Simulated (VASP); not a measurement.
# ScF3 (k07) (Pm-3m) in VASP: a series of runs, part 2 of 2

VASP 6.6.1.

### Step 3. Relaxation of cell and atoms, LDA

This run uses another cell than the first one, of 16.15 Å³/atom, 1.030 times its volume.

Contents of INCAR:

```
ALGO = Normal
EDIFF = 1E-6
EDIFFG = -0.002
ENCUT = 600
IBRION = 2
ISIF = 3
ISMEAR = 0
LASPH = T
LCHARG = F
LREAL = F
LWAVE = F
NELM = 100
NSW = 100
PREC = Accurate
SIGMA = 0.02
```

Contents of KPOINTS:

```
k-points
0
Gamma
  8 8 8
```

Contents of POSCAR:

```
ScF3
1.0
    4.0124500000      0.0000000000      0.0000000000
    0.0000000000      4.0124500000      0.0000000000
    0.0000000000      0.0000000000      4.0124500000
Sc F
1 3
Direct
    0.0000000000      0.0000000000      0.0000000000
    0.5000000000      0.0000000000      0.0000000000
    0.0000000000      0.5000000000      0.0000000000
    0.0000000000      0.0000000000      0.5000000000
```

Potentials or basis: VASP PAW LDA potentials, release 64 (Sc_sv, F).

Command:

```
cat potpaw_LDA.64/Sc_sv/POTCAR potpaw_LDA.64/F/POTCAR > POTCAR
mpirun -np 1 vasp_std > vasp.out
```

Wall time 52 s (1 thread of Intel Xeon 6975P-C (Granite Rapids), shared host); peak memory 0.19 GiB.

It converged, with:

- Free energy: -29.5976 eV
- Relaxed volume: 15.77 Å³/atom
- Relaxed cell: a = 3.980 Å, b = 3.980 Å, c = 3.980 Å, α = 90.00°, β = 90.00°, γ = 90.00°
- Space group after relaxing (to 0.05 Å): Pm-3m (No. 221)
- Energy gained by relaxing: 3.0 meV/atom
- Ionic steps: 3
- Pressure after relaxing: 0.0 GPa
- Band gap on the k mesh: 6.31 eV, indirect (least direct gap 6.84 eV)

Step by step:
```
step  energy change (eV)  largest force (eV/Å)  pressure (GPa)  volume (Å³)
   1              0.0000                0.0000           -2.42        64.60
   2             -0.0091                0.0000            1.22        62.35
   3             -0.0119                0.0000            0.00        63.06
```

Final structure:
```
CELL_PARAMETERS angstrom
3.98033 0.00000 0.00000
0.00000 3.98033 0.00000
0.00000 0.00000 3.98033
ATOMIC_POSITIONS crystal
Sc 0.00000 0.00000 0.00000
F 0.50000 0.00000 0.00000
F 0.00000 0.50000 0.00000
F 0.00000 0.00000 0.50000
```

Levels at points of the mesh, in eV from the valence-band top:
```tsv
k point	band 12	band 13	band 14	band 15	band 16	band 17	band 18	band 19	band 20
(0.00, 0.00, 0.00)	-0.61	-0.61	-0.53	-0.53	-0.53	6.31	6.31	6.31	7.67
(0.50, 0.00, 0.00)	-1.22	-1.22	-0.74	-0.55	-0.55	6.35	7.28	7.28	8.21
(0.50, 0.50, 0.00)	-1.20	-1.20	-1.00	-1.00	-0.01	7.32	7.32	7.99	8.89
(0.50, 0.50, 0.50)	-2.40	-2.40	0.00	0.00	0.00	8.05	8.05	8.05	11.09
```

### Step 4. Single point, LDA

This run uses another cell than the first one, of 16.15 Å³/atom, 1.030 times its volume.

Contents of INCAR:

```
SYSTEM = ScF3
PREC = Accurate ; ENCUT = 520
EDIFF = 1E-7 ; ISMEAR = 0
SIGMA = 0.1 ; LREAL = .FALSE.
LASPH = .TRUE. ; NELM = 100
ALGO = Fast ; ISIF = 2
LWAVE = .FALSE. ; LCHARG = .TRUE.
GGA = CA ; LELF = .TRUE.
LVHAR = .TRUE. ; NBANDS = 24
```

Contents of KPOINTS:

```
regular mesh
0
G
  4 4 4
  0 0 0
```

POSCAR is that of step 3.

Potentials or basis: VASP PAW LDA potentials, release 64 (Sc_sv, F).

Command:

```
cat potpaw_LDA.64/Sc_sv/POTCAR potpaw_LDA.64/F/POTCAR > POTCAR
mpirun -np 1 vasp_std > vasp.out
```

OUTCAR:

```text
SYSTEM = ScF3
   PREC = Accurate
   ENCUT = 520
   EDIFF = 1E-7
   ISMEAR = 0
   LREAL = .FALSE.
   LASPH = .TRUE.
   NELM = 100
   ISIF = 2
   GGA = CA

 ion  position               nearest neighbor table
   1  0.000  0.000  0.000-   2 2.01   3 2.01   4 2.01   4 2.01   3 2.01   2 2.01
   2  0.500  0.000  0.000-   1 2.01   1 2.01
   3  0.000  0.500  0.000-   1 2.01   1 2.01
   4  0.000  0.000  0.500-   1 2.01   1 2.01

  LATTYP: Found a simple cubic cell.
 ALAT       =     4.0124500000

[... 452 lines left out ...]
  Direction    XX          YY          ZZ          XY          YZ          ZX
  --------------------------------------------------------------------------------------
  -------------------------------------------------------------------------------------
  Total       -0.9189906     -0.9189906     -0.9189906     -0.0000000      0.0000000     -0.0000000
  in kB      -22.7925401    -22.7925401    -22.7925401     -0.0000000      0.0000000     -0.0000000
  external PRESSURE =     -22.7925401 kB  Pullay stress =       0.0000000 kB

 VOLUME and BASIS-vectors are now :
 -----------------------------------------------------------------------------
  energy-cutoff  :      520.00
  volume of cell :       64.60
      direct lattice vectors                 reciprocal lattice vectors
     4.012450000  0.000000000  0.000000000     0.249224289  0.000000000  0.000000000
     0.000000000  4.012450000  0.000000000     0.000000000  0.249224289  0.000000000
     0.000000000  0.000000000  4.012450000     0.000000000  0.000000000  0.249224289

 POSITION                                       TOTAL-FORCE (eV/Angst)
 -----------------------------------------------------------------------------------
      0.00000      0.00000      0.00000         0.000000      0.000000      0.000000
      2.00623      0.00000      0.00000         0.000000      0.000000      0.000000
      0.00000      2.00623      0.00000         0.000000      0.000000      0.000000
      0.00000      0.00000      2.00623         0.000000      0.000000      0.000000
 -----------------------------------------------------------------------------------
    total drift:                                0.000000      0.000000      0.000000

  FREE ENERGIE OF THE ION-ELECTRON SYSTEM (eV)
  ---------------------------------------------------
  free  energy   TOTEN  =       -29.5778278889 eV

  energy  without entropy=      -29.5778278889  energy(sigma->0) =      -29.57782789
```

OSZICAR:

```text
N       E                     dE             d eps       ncg     rms          rms(c)
DAV:   1     0.411132031304E+03    0.41113E+03   -0.15175E+04   480   0.138E+03
DAV:   2     0.535760574379E+01   -0.40577E+03   -0.38375E+03   608   0.437E+02
DAV:   3    -0.335972236361E+02   -0.38955E+02   -0.38542E+02   744   0.156E+02
DAV:   4    -0.340491659560E+02   -0.45194E+00   -0.45168E+00   576   0.169E+01
DAV:   5    -0.340578532030E+02   -0.86872E-02   -0.86869E-02   664   0.211E+00    0.163E+01
RMM:   6    -0.297396963659E+02    0.43182E+01   -0.11519E+01   586   0.234E+01    0.771E+00
RMM:   7    -0.296506585912E+02    0.89038E-01   -0.99273E-01   656   0.751E+00    0.395E+00
RMM:   8    -0.295968959297E+02    0.53763E-01   -0.35390E-01   672   0.472E+00    0.952E-01
RMM:   9    -0.295780399040E+02    0.18856E-01   -0.67726E-02   667   0.169E+00    0.271E-01
RMM:  10    -0.295790328438E+02   -0.99294E-03   -0.17305E-02   627   0.111E+00    0.466E-01
RMM:  11    -0.295778097742E+02    0.12231E-02   -0.32605E-03   661   0.533E-01    0.999E-02
RMM:  12    -0.295779299350E+02   -0.12016E-03   -0.10717E-03   732   0.293E-01    0.107E-01
RMM:  13    -0.295778283716E+02    0.10156E-03   -0.25830E-04   643   0.140E-01    0.195E-02
RMM:  14    -0.295778291988E+02   -0.82719E-06   -0.74943E-05   740   0.713E-02    0.777E-03
RMM:  15    -0.295778279033E+02    0.12955E-05   -0.74751E-06   664   0.214E-02    0.199E-03
RMM:  16    -0.295778278889E+02    0.14390E-07   -0.31392E-07   492   0.756E-03
   1 F= -.29577828E+02 E0= -.29577828E+02  d E =-.103318E-15
```

stdout:

```text
POSCAR found type information on POSCAR ScF
 POSCAR found :  2 types and       4 ions
 scaLAPACK will be used
 LDA part: xc-table for (Slater(with rela. corr.)+CA(PZ))
 , standard interpolation
 POSCAR, INCAR and KPOINTS ok, starting setup
 FFT: planning ... GRIDC
 FFT: planning ... GRID_SOFT
 FFT: planning ... GRID
 WAVECAR not read
 entering main loop
```

It took 14 s on 1 thread of Intel Xeon 6975P-C (Granite Rapids), shared host; peak memory 0.14 GiB.

Results:

* Free energy: -29.5778 eV
* Pressure: -2.3 GPa
* Band gap on the k mesh: 6.18 eV, indirect (least direct gap 6.71 eV)

A k mesh can miss the band edges. LDA gaps usually lie below the measured ones, often by a third to a half.

### Step 5. The runs side by side

```csv
task,cell,k mesh,cutoff (eV),smearing,gap on the mesh (eV),pressure (GPa)
single point,"Pm-3m, 15.68 Å³/atom",8 × 8 × 8,520,gaussian 0.02 eV,6.33,0.8
relaxation of cell and atoms,relaxed,8 × 8 × 8,600,gaussian 0.02 eV,6.31,0.0
single point,"Pm-3m, 16.15 Å³/atom",4 × 4 × 4,520,gaussian 0.1 eV,6.18,-2.3
```

Alike in all rows: level LDA; potentials or basis VASP PAW LDA potentials, release 64 (Sc_sv, F); no spin polarisation.

Total energies depend on the potentials used, so only differences within one code and one set of settings carry meaning.
